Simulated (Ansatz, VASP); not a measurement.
**Cross-check of Na2Al2SiH2O7 between VASP and Ansatz**

Aim: how closely do two programs agree when they are given the same cell, functional and k mesh? Of the first pair: The structure shown is the start of the Ansatz relaxation below; VASP solves that cell, so the two are compared at the walk's first step.

Method: plane waves, with VASP 6.6.1 beside it; single point at PBE with D3(BJ), in Ansatz 0.2.0.

## (1) Set-up

The cell holds 28 atoms: 2 Si, 4 Al, 4 Na, 4 H and 14 O. Its edges and angles: a = 7.218 Å, b = 7.218 Å, c = 7.218 Å, α = 90.0°, β = 90.0°, γ = 90.0°.

## (2) Ansatz: relaxation, PBE with D3(BJ)

Ansatz runs on its default PAW (the set named soft_2) files.

The two programs are compared at the cell with which this relaxation starts, whose forces are those of its first step.

Contents of input.yaml:

```yaml
crystal:
  lattice:
    - [7.217765852, 0.0, 0.0]
    - [0.0, 7.217765852, 0.0]
    - [0.0, 0.0, 7.217765852]
  atoms:
    - { symbol: Si, position: [0.670118, 0.150952, 0.83632] }
    - { symbol: Si, position: [0.442086, 0.497097, 0.791952] }
    - { symbol: Al, position: [0.066579, 0.671556, 0.739016] }
    - { symbol: Al, position: [0.728002, 0.58673, 0.425464] }
    - { symbol: Al, position: [0.92835, 0.420091, 0.068645] }
    - { symbol: Al, position: [0.510646, 0.826003, 0.108645] }
    - { symbol: Na, position: [0.226717, 0.143257, 0.912892] }
    - { symbol: Na, position: [0.043494, 0.937596, 0.013764] }
    - { symbol: Na, position: [0.730164, 0.782268, 0.756906] }
    - { symbol: Na, position: [0.406164, 0.904365, 0.524513] }
    - { symbol: H, position: [0.249859, 0.297952, 0.206438] }
    - { symbol: H, position: [0.18068, 0.936763, 0.238486] }
    - { symbol: H, position: [0.792029, 0.138027, 0.599365] }
    - { symbol: H, position: [0.186058, 0.808888, 0.618569] }
    - { symbol: O, position: [0.496921, 0.29143, 0.854193] }
    - { symbol: O, position: [0.677119, 0.073923, 0.632854] }
    - { symbol: O, position: [0.30524, 0.917748, 0.187904] }
    - { symbol: O, position: [0.850724, 0.261745, 0.896032] }
    - { symbol: O, position: [0.235058, 0.502446, 0.72059] }
    - { symbol: O, position: [0.641499, 0.984805, 0.979909] }
    - { symbol: O, position: [0.777669, 0.420458, 0.26128] }
    - { symbol: O, position: [0.951274, 0.63266, 0.949197] }
    - { symbol: O, position: [0.159537, 0.890411, 0.723858] }
    - { symbol: O, position: [0.567394, 0.542704, 0.609533] }
    - { symbol: O, position: [0.477316, 0.641691, 0.952319] }
    - { symbol: O, position: [0.628975, 0.76389, 0.304989] }
    - { symbol: O, position: [0.925266, 0.643677, 0.546837] }
    - { symbol: O, position: [0.130171, 0.330652, 0.151296] }
  symmetry: { detect: false }
kpoints:
  mp_grid: { grid: [1, 1, 1] }
scf:
  occupations: { method: fermi_dirac, width: 0.05 }
hamiltonian:
  xc: pbe
  dispersion: d3bj
output:
  forces: true
  stress: true
relax:
  f_tol: 0.04
  max_steps: 150
  escape_saddle: false
  cell: { stress_tol: 0.6, fix: [shape] }
```

Launch:

```bash
$ ansatz run input.yaml --threads 4 --pin off --max-ram 8192MiB --backend cpu --events-out ev --progress --plain --runs-dir out
```

Numbers of over 12 decimals in the logs are rounded to 6 here.

Output:

```text
Engine: ansatz 0.2.0, aarch64-unknown-linux-gnu
Pseudopotentials: kind: paw
Pseudopotential: Si, paw, valence charge 4, recommended cutoff 420 eV (normal), Si.paw.azcp
Pseudopotential: Al, paw, valence charge 3, recommended cutoff 420 eV (normal), Al.paw.azcp
Pseudopotential: Na, paw, valence charge 9, recommended cutoff 420 eV (normal), Na.paw.azcp
Pseudopotential: H, paw, valence charge 1, recommended cutoff 420 eV (normal), H.paw.azcp
Pseudopotential: O, paw, valence charge 6, recommended cutoff 420 eV (normal), O.paw.azcp
Functional definition: PBE
  parameter kappa = 0.804
  parameter beta = 0.066725
  exchange = pbe_x(kappa = kappa, mu = beta*pi^2/3)
  correlation = pbe_c(beta = beta)
Crystal: 28 atoms, lattice volume = 376.018 Å³
Basis set: ecut = 420 eV, 7249 PW (Γ), exchange–correlation on 100×100×100 points (8 copies of the dense FFT grid, shifted against one another)
Bands: 100, of which v1, the nominal top of the filled ones, is band 72 counted from 1 (71 counted from 0)
Symmetry: 1 space group operations
k-points: 1
Non-local potential: Si, projectors of the file, l = 0: 2, l = 1: 2, l = 2: 2
Non-local potential: Al, projectors of the file, l = 0: 2, l = 1: 2, l = 2: 1
Non-local potential: Na, projectors of the file, l = 0: 3, l = 1: 2, l = 2: 1
Non-local potential: H, projectors of the file, l = 0: 2, l = 1: 1
Non-local potential: O, projectors of the file, l = 0: 2, l = 1: 2, l = 2: 1
PAW form: soft (Blöchl's): semilocal exchange-correlation on the pseudo side does not see the compensation charge
PAW one-centre angular grid: Si, 110 points (default); XC on 64 Gauss nodes
PAW one-centre angular grid: Al, 110 points (default); XC on 64 Gauss nodes
PAW one-centre angular grid: Na, 110 points (default); XC on 64 Gauss nodes
PAW one-centre angular grid: H, 110 points (default); XC on 64 Gauss nodes
PAW one-centre angular grid: O, 110 points (default); XC on 64 Gauss nodes
Initial density: superposition of atomic densities (neutral atoms: chi_scale 0, normalization atom), corrected by the library's trained network
Initial wavefunctions: pseudopotential atomic-orbital guess
Functional: x = pbe(κ = 0.804, μ = 0.219515), c = pbe(β = 0.066725)
SCF iter   1: F=—  HF=-17399.474481 eV  |F-HF|=—  |Δ(HF+E_count)|=         —  Δρ=5.73e-3  dr2=2.35e-1  ethr=1.77e-3  ⟨swp⟩=6.0  Hψ=431  notcnv=0  defer=9
preconditioner: auto → Resta (q_TF=auto, 2.325 Å⁻¹)  ε∞=2.5  [insulator: Δε(μ)=2.362 eV  Ē_g=18.265 eV  σ=0.050 eV  W_gap=1.00  n_scr=80 (ndim 8)  ℏωp=22.3 eV  f_vac=0.214  D(μ)=0.00/eV (n_scr^D=0)  ε∞_Penn≈2.5]
SCF iter   2: F=—  HF=-17399.410411 eV  |F-HF|=—  |Δ(HF+E_count)|=   6.41e-2  Δρ=3.40e-3  dr2=4.82e-2  ethr=1.63e-4  ⟨swp⟩=2.0  Hψ=167  notcnv=0  defer=19
SCF iter   3: F=—  HF=-17399.397791 eV  |F-HF|=—  |Δ(HF+E_count)|=   1.26e-2  Δρ=1.18e-3  dr2=1.43e-2  ethr=3.35e-5  ⟨swp⟩=2.0  Hψ=145  notcnv=0  defer=19
SCF iter   4: F=—  HF=-17399.393621 eV  |F-HF|=—  |Δ(HF+E_count)|=   4.17e-3  Δρ=4.75e-4  dr2=9.38e-4  ethr=9.91e-6  ⟨swp⟩=2.0  Hψ=145  notcnv=0  defer=19
SCF iter   5: F=—  HF=-17399.393692 eV  |F-HF|=—  |Δ(HF+E_count)|=   7.10e-5  Δρ=3.39e-4  dr2=3.48e-4  ethr=6.51e-7  ⟨swp⟩=2.0  Hψ=160  notcnv=0  defer=19
SCF iter   6: F=—  HF=-17399.393638 eV  |F-HF|=—  |Δ(HF+E_count)|=   5.43e-5  Δρ=7.25e-5  dr2=1.94e-5  ethr=2.42e-7  ⟨swp⟩=2.0  Hψ=135  notcnv=0  defer=19
SCF iter   7: F=—  HF=-17399.393790 eV  |F-HF|=—  |Δ(HF+E_count)|=   1.52e-4  Δρ=2.70e-5  dr2=2.94e-6  ethr=1.35e-8  ⟨swp⟩=2.0  Hψ=148  notcnv=0  defer=19
SCF iter   8: F=—  HF=-17399.393792 eV  |F-HF|=—  |Δ(HF+E_count)|=   1.27e-6  Δρ=1.64e-5  dr2=8.28e-7  ethr=2.04e-9  ⟨swp⟩=2.0  Hψ=135  notcnv=0  defer=19
SCF iter   9: F=-17399.393792 eV  HF=-17399.393792 eV  |F-HF|=2.01e-8  |Δ(HF+E_count)|=   3.17e-8  Δρ=4.06e-6  dr2=5.86e-8  ethr=6.94e-11  ⟨swp⟩=4.0  Hψ=373  notcnv=0
SCF 1 converged in 9 iterations: F = -17399.393792 eV  dr2 = 5.86e-8
  greatest PAW one-centre occupation: 0.999 electrons in one spin orbital (limit 2), on the Na atom at site 8 (counted from 0), in its partial waves of l = 0
relax step   1: F+E_penalty+E_count = -17399.39379160 eV  Δ(F+E_penalty+E_count) = +0.000e0 eV  max|allowed force component| = 5.985e0 eV/Å  Δτ_max = 0.0000 Å  P = +6.076 GPa  Ω = 376.018 Å³  fix = [alpha, beta, gamma, b/a, c/a]  reactions: b/a +0.034, c/a -1.556 GPa; alpha +0.127, beta +0.565, gamma -0.740 GPa/rad  (9 SCF iters, dr2 threshold 1.00e-7 eV, accepted)
[...]
relax step  21: F+E_penalty+E_count = -17405.86259906 eV  Δ(F+E_penalty+E_count) = -3.119e-3 eV  max|allowed force component| = 3.597e-2 eV/Å  Δτ_max = 0.0517 Å  P = -0.011 GPa  Ω = 377.879 Å³  energy of the carried Pulay correction = -6.242e-3 eV  fix = [alpha, beta, gamma, b/a, c/a]  reactions: b/a +0.555, c/a -1.899 GPa; alpha -0.979, beta +0.351, gamma -0.023 GPa/rad  (8 SCF iters, accepted)
[...]
relax step  22: F+E_penalty+E_count = -17405.86259834 eV  Δ(F+E_penalty+E_count) = +7.257e-7 eV  max|allowed force component| = 3.598e-2 eV/Å  Δτ_max = 0.0000 Å  P = +0.021 GPa  Ω = 377.879 Å³  fix = [alpha, beta, gamma, b/a, c/a]  reactions: b/a +0.551, c/a -1.894 GPa; alpha -0.985, beta +0.352, gamma -0.023 GPa/rad  stress off target by 2.08e-2 GPa on what of the cell is left free  SCF on the basis re-selected at this cell (its energy is not comparable with the rows above)  (4 SCF iters)
basis re-selected at this cell: Δ(F+E_penalty+E_count) = +7.257e-7 eV, ΔP = +0.031 GPa vs the last step (what re-selecting the basis moved, of the pressure what is left beyond the Pulay correction that the steps carried, after the strain that the cell walked since its last selection, with what the two solves' SCF thresholds leave and, on support functions, any second-order correction that the steps lacked; it is no m [...]
SCF converged after 4 iterations
Free energy (F): -17405.862598 eV
Harris-Foulkes:  -17405.862598 eV  (|F-HF|=5.67e-7)
Internal energy: -17405.862598 eV  (E = F + TS)
E sigma→0 (E₀):  -17405.862598 eV
Fermi energy:    3.683103 eV
--- Per-component energies (eV) ---
  E_band       = -1385.120135
  E_kinetic    = 3219.320135
  E_local      = -13581.780529  (includes V_loc(G=0)·N_el)
  E_nonlocal   = 1228.171640
  E_hartree    = 5115.894843
  E_xc         = -1507.120728
  E_vxc        = -1790.634963  (∫ρ·V_xc dr)
  E_paw        = -6172.694722  (= ΣΔE_a)
  E_vpaw       = -692.017798  (= ΣTr[D̂ρ^β])
  E_aug_tail   = 0.030403  (compensation charges beyond the density's cutoff)
  E_ewald      = -5704.227839
  E_disp       = -3.455802  (pairwise vdW)
  E_smearing   = -0.000000  (= −TS)
  E_closure    = 0.000000  (closes the sum)
  Σ components = -17405.862598   (vs F -17405.862598, Δ=0.00e0)
--- Forces (eV/Å), atoms counted from 1 ---
  atom   1  Si    -0.00700454    -0.03127106     0.02231817
  atom   2  Si     0.01370914     0.01030380    -0.00682431
  atom   3  Al     0.02986819    -0.02441676     0.00971360
  atom   4  Al    -0.02217256     0.00354623    -0.02597343
  atom   5  Al    -0.01633836    -0.01769187     0.01017891
  atom   6  Al    -0.02162317     0.02325926    -0.00564767
  atom   7  Na    -0.00259713    -0.00132769     0.00587434
  atom   8  Na     0.01073905     0.00795142     0.00365426
  atom   9  Na    -0.01285806    -0.00808060     0.00040732
  atom  10  Na    -0.00286736     0.00536758    -0.01136799
  atom  11  H     -0.00209937     0.01139943    -0.00406220
  atom  12  H     -0.00408527    -0.01974248     0.01595839
  atom  13  H      0.01389003     0.01039475    -0.01748073
  atom  14  H      0.02130267     0.03597744    -0.03214990
  atom  15  O      0.00105373     0.00523597    -0.00082262
  atom  16  O     -0.01194004     0.00138828    -0.00082690
  atom  17  O      0.00112031    -0.01840026     0.01158732
  atom  18  O      0.01030335    -0.00079400    -0.00233002
  atom  19  O     -0.01027675     0.01195851     0.00868304
  atom  20  O      0.00939542     0.00591231     0.00172905
  atom  21  O      0.00026229     0.00930355     0.00727295
  atom  22  O      0.00219674    -0.00231792     0.00035343
  atom  23  O     -0.02182432    -0.00581388    -0.01468937
  atom  24  O     -0.00423369    -0.00603879     0.00763233
  atom  25  O     -0.00087301    -0.00354738    -0.01204237
  atom  26  O      0.01005625    -0.01761494     0.03074152
  atom  27  O      0.01746823     0.01014411     0.00816315
  atom  28  O     -0.00057590     0.00491121    -0.01006894
  max |Σ_I F_I| component: 1.87e-5 eV/Å
--- Stress (GPa, compression-positive) ---
        1.364452       0.022939      -0.352331
        0.022939       0.571308       0.985007
       -0.352315       0.984976      -1.873449
  P = ⅓ Tr σ = 0.0208 GPa (0.208 kbar)
--- Relaxed structure (21 steps of the walk, 19 accepted, 1 SCFs on fresh bases) ---
  F+E_penalty+E_count = -17405.86259834 eV   max|allowed force component| = 3.598e-2 eV/Å   (the final SCF, on the basis selected at the relaxed cell)
  cell:  # Å, volume = 377.8792 Å³
    - [7.229656, 0, 0]
    - [0, 7.229656, 0]
    - [0, 0, 7.229656]
  atoms:
    - { symbol: Si, position: [0.676171, 0.153324, 0.866913] }
    - { symbol: Si, position: [0.446690, 0.485283, 0.783714] }
    - { symbol: Al, position: [0.079592, 0.645984, 0.734353] }
    - { symbol: Al, position: [0.738861, 0.574098, 0.427059] }
    - { symbol: Al, position: [0.949115, 0.409648, 0.079022] }
    - { symbol: Al, position: [0.497511, 0.816938, 0.111195] }
    - { symbol: Na, position: [0.177924, 0.167125, 0.831865] }
    - { symbol: Na, position: [-0.040510, 0.844336, 0.194551] }
    - { symbol: Na, position: [0.731809, 0.757916, 0.786962] }
    - { symbol: Na, position: [0.427779, 0.899814, 0.502176] }
    - { symbol: H, position: [0.270781, 0.367389, 0.159066] }
    - { symbol: H, position: [0.267117, 1.059447, 0.172153] }
    - { symbol: H, position: [0.725292, 0.149735, 0.555988] }
    - { symbol: H, position: [0.088321, 0.907182, 0.605943] }
    - { symbol: O, position: [0.492204, 0.283634, 0.883338] }
    - { symbol: O, position: [0.677486, 0.065419, 0.649555] }
    - { symbol: O, position: [0.292195, 0.927287, 0.195991] }
    - { symbol: O, position: [0.870641, 0.252655, 0.902900] }
    - { symbol: O, position: [0.237618, 0.464336, 0.706127] }
    - { symbol: O, position: [0.647582, 0.973758, 0.995171] }
    - { symbol: O, position: [0.810498, 0.405234, 0.273790] }
    - { symbol: O, position: [0.976437, 0.623213, 0.956878] }
    - { symbol: O, position: [0.179153, 0.879042, 0.702295] }
    - { symbol: O, position: [0.590505, 0.518746, 0.616730] }
    - { symbol: O, position: [0.461553, 0.648761, 0.937740] }
    - { symbol: O, position: [0.622905, 0.750750, 0.304202] }
    - { symbol: O, position: [0.925513, 0.676025, 0.548373] }
    - { symbol: O, position: [0.164363, 0.292706, 0.127717] }
```

In the SCF lines HF is the Harris–Foulkes energy and dr2 the Hartree energy of the density residual, in eV; the loop may stop once dr2 is under the threshold and the program's other checks hold. Hψ counts applications of the Hamiltonian.

[end of part 1 of 3]

[Lines on the potential files, build, host, timing and source positions are cut from VASP's logs without a mark.]

[Logs are printed without paths, hosts, clocks, repeated set-up lines and the standing remarks that a program may print on its own settings, such as how far it seeks lower states.]

[Hosts, paths, dates, database ids (printed as entryN), source tags and the programs' standing remarks are cut or masked in the printed files.]
